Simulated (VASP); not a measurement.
Method: PBE GGA with D4 dispersion, VASP's PBE PAW potentials (set 64) (plane waves; VASP 6.6.1).

A VASP calculation is set up with these files.

File KPOINTS:
```
k-points along high-symmetry lines
10
Line-mode
Reciprocal
  0.000000   0.000000   0.000000 ! GAMMA
 -0.000000   0.500000   0.000000 ! M

 -0.000000   0.500000   0.000000 ! M
 -0.333333   0.666667   0.000000 ! K

 -0.333333   0.666667   0.000000 ! K
  0.000000   0.000000   0.000000 ! GAMMA

  0.000000   0.000000   0.000000 ! GAMMA
  0.000000   0.000000   0.500000 ! A

  0.000000   0.000000   0.500000 ! A
 -0.000000   0.500000   0.500000 ! L

 -0.000000   0.500000   0.500000 ! L
 -0.333333   0.666667   0.500000 ! H

 -0.333333   0.666667   0.500000 ! H
  0.000000   0.000000   0.500000 ! A

 -0.000000   0.500000   0.500000 ! L
 -0.000000   0.500000   0.000000 ! M

 -0.333333   0.666667   0.500000 ! H
 -0.333333   0.666667   0.000000 ! K
```

File POSCAR:
```
BN
1
    1.2535312090    -2.1711801333     0.0000000000
    1.2535312090     2.1711801333     0.0000000000
    0.0000000000     0.0000000000     6.5165696456
B N
2 2
Direct
  0.3333330000   0.6666670000   0.2500000000
  0.6666670000   0.3333330000   0.7500000000
  0.6666670000   0.3333330000   0.2500000000
  0.3333330000   0.6666670000   0.7500000000
```

INCAR:
```
! general
SYSTEM  =  BN
PREC    =  Accurate
ENCUT   =  520   ! plane-wave cut-off (eV)
LREAL   =  F
LASPH   =  T
ICHARG  =  11   ! fixed density

! electronic loop
EDIFF   =  1E-7
NELM    =  100
ALGO    =  Normal

! smearing
ISMEAR  =  0
SIGMA   =  0.05   ! width (eV)

! functional
GGA     =  PE
IVDW    =  13   ! D4

! output
LWAVE   =  F
LCHARG  =  F
LORBIT  =  11   ! lm-projected
```

POTCAR, in this order: B N (PBE.64 set). Program: vasp_std. Read from the step before: CHGCAR.

What VASP printed:

File OUTCAR:
```
 ion  position               nearest neighbor table
   1  0.333  0.667  0.250-   3 1.45   3 1.45   3 1.45
   2  0.667  0.333  0.750-   4 1.45   4 1.45   4 1.45
   3  0.667  0.333  0.250-   1 1.45   1 1.45   1 1.45
   4  0.333  0.667  0.750-   2 1.45   2 1.45   2 1.45
  LATTYP: Found a hexagonal cell.
 ALAT       =     2.5070627561
 C/A-ratio  =     2.5992846129
 Subroutine PRICEL returns:
 Original cell was already a primitive cell.
 Subroutine GETGRP returns: Found 24 space group operations
The static configuration has the point symmetry D_3d.
 The point group associated with its full space group is D_6h.
The dynamic configuration has the point symmetry D_3d.
 Subroutine INISYM returns: Found 24 space group operations
   k-points           NKPTS =     90   k-points in BZ     NKDIM =     90   number of bands    NBANDS=     12
   number of dos      NEDOS =    301   number of ions     NIONS =      4
   total plane-waves  NPLWV =  19200
   dimension x,y,z NGX =    20 NGY =   20 NGZ =   48
   dimension x,y,z NGXF=    40 NGYF=   40 NGZF=   96
   ions per type =               2   2
   PREC   = accura    normal or accurate (medium, high low for compatibility)
   ISTART =      0    job   : 0-new  1-cont  2-samecut
   ICHARG =     11    charge: 1-file 2-atom 10-const
   ISPIN  =      1    spin polarized calculation?
   LNONCOLLINEAR =      F non collinear calculations
   LSORBIT =      F    spin-orbit coupling
   INIWAV =      1    electr: 0-lowe 1-rand  2-diag
   ENCUT  =  520.0 eV  38.22 Ry    6.18 a.u.   4.66  4.66 12.12*2*pi/ulx,y,z
   NELM   =    100;   NELMIN=  2; NELMDL= -5     # of ELM steps
   EDIFF  = 0.1E-06   stopping-criterion for ELM
   LREAL  =      F    real-space projection
   NLSPLINE    = F    spline interpolate recip. space projectors
   LMAXMIX     =    2 max onsite mixed and CHGCAR
   VOSKOWN=      0    Vosko Wilk Nusair interpolation
   EDIFFG = 0.1E-05   stopping-criterion for IOM
   NSW    =      0    number of steps for IOM
   NBLOCK =      1;   KBLOCK =      1    inner block; outer block
   IBRION =     -1    ionic relax: 0-MD 1-quasi-New 2-CG
   NFREE  =      0    steps in history (QN), initial steepest desc. (CG)
   ISIF   =      2    stress and relaxation
   ISYM   =      2    0-nonsym 1-usesym 2-fastsym
   TEIN   =    0.0    initial temperature
   TEBEG  =    0.0;   TEEND  =   0.0 temperature during run
   SMASS  =  -3.00    Nose mass-parameter (am)
   PSTRESS=    0.0 pullay stress
   NELECT =      16.0000    total number of electrons
   EFERMI =   0.00;   METHOD = LEGACY
   ISMEAR =     0;   SIGMA  =   0.05  broadening in eV -4-tet -1-fermi 0-gaus
   IALGO  =     38    algorithm
   LDIAG  =      T    sub-space diagonalisation (order eigenvalues)
   IMIX   =      4    mixing-type and parameters
     AMIX     =   0.40;   BMIX     =  1.00
     AMIX_MAG =   1.60;   BMIX_MAG =  1.00
     AMIN     =   0.10
   GGA     = PE    functional components
   VOSKOWN =     0    Vosko Wilk Nusair interpolation
   LHFCALC =     F    Hartree Fock is set to
   LHFONE  =     F    Hartree Fock one center treatment
   AEXX    =    0.0000 exact exchange contribution
   IVDW    =    13    specifies the selected vdW correction
   LEPSILON=     F    determine dielectric tensor
   LRPA    =     F    only Hartree local field effects (RPA)
  energy-cutoff  :      520.00
  volume of cell :       35.47
      direct lattice vectors                 reciprocal lattice vectors
     1.253531209 -2.171180133  0.000000000     0.398873196 -0.230289506  0.000000000
     1.253531209  2.171180133  0.000000000     0.398873196  0.230289506  0.000000000
     0.000000000  0.000000000  6.516569646     0.000000000  0.000000000  0.153454970
 k-point     1 :   0.0000 0.0000 0.0000  plane waves:     973
 k-point     2 :   0.0000 0.0556 0.0000  plane waves:     970
 k-point     3 :   0.0000 0.1111 0.0000  plane waves:     954
 k-point     4 :   0.0000 0.1667 0.0000  plane waves:     958
 k-point     5 :   0.0000 0.2222 0.0000  plane waves:     964
 k-point     6 :   0.0000 0.2778 0.0000  plane waves:     952
...
```

### OSZICAR
```
       N       E                     dE             d eps       ncg     rms          rms(c)
DAV:   1     0.585282419054E+02    0.58528E+02   -0.81396E+03  2176   0.122E+03
DAV:   2    -0.293698385793E+02   -0.87898E+02   -0.78930E+02  3068   0.245E+02
DAV:   3    -0.330689365861E+02   -0.36991E+01   -0.36703E+01  2704   0.534E+01
DAV:   4    -0.331053871913E+02   -0.36451E-01   -0.36428E-01  2584   0.549E+00
DAV:   5    -0.331060076927E+02   -0.62050E-03   -0.62035E-03  2684   0.652E-01
DAV:   6    -0.331060255605E+02   -0.17868E-04   -0.17863E-04  2664   0.928E-02
DAV:   7    -0.331060261680E+02   -0.60758E-06   -0.60759E-06  2700   0.149E-02
DAV:   8    -0.331060261925E+02   -0.24488E-07   -0.24493E-07  2252   0.246E-03
   1 F= -.33761088E+02 E0= -.33761088E+02  d E =-.275809E-18
```

OUTCAR:
```
 val. band max:        2.4615048200   @ k =  -0.2963   0.5926   0.0000

 cond. band min:       6.6545024116   @ k =   0.0000   0.5000   0.0000



 k-point     1 :       0.0000    0.0000    0.0000
  band No.  band energies     occupation
      1     -15.3880      2.00000
      2     -15.0483      2.00000
      3      -3.8701      2.00000
      4      -1.5416      2.00000
      5       1.0745      2.00000
      6       1.0746      2.00000
      7       1.1196      2.00000
      8       1.1197      2.00000
      9       7.7936      0.00000
     10      12.9329      0.00000
     11      13.9287      0.00000
     12      13.9948      0.00000

 k-point     2 :       0.0000    0.0556    0.0000
  band No.  band energies     occupation
      1     -15.3275      2.00000
      2     -14.9900      2.00000
      3      -3.7872      2.00000
      4      -1.4676      2.00000
      5       0.8200      2.00000
      6       0.8627      2.00000
      7       0.9551      2.00000
      8       1.0026      2.00000
      9       7.9074      0.00000
     10      12.8830      0.00000
     11      13.8632      0.00000
     12      14.0190      0.00000

 k-point     3 :       0.0000    0.1111    0.0000
  band No.  band energies     occupation
      1     -15.1470      2.00000
      2     -14.8166      2.00000
      3      -3.5395      2.00000
      4      -1.2478      2.00000
      5       0.1165      2.00000
      6       0.1587      2.00000
      7       0.6312      2.00000
      8       0.6844      2.00000
      9       8.2222      0.00000
     10      12.7113      0.00000
     11      13.6412      0.00000
     12      13.9604      0.00000

 k-point     4 :       0.0000    0.1667    0.0000
  band No.  band energies     occupation
      1     -14.8514      2.00000
      2     -14.5328      2.00000
      3      -3.1312      2.00000
      4      -0.8983      2.00000
      5      -0.8885      2.00000
      6      -0.8475      2.00000
      7       0.1819      2.00000
...
```

The density is held fixed in this step, so its total energy and stress have no physical meaning.

The compound is BN in the hex structure. It was relaxed first.
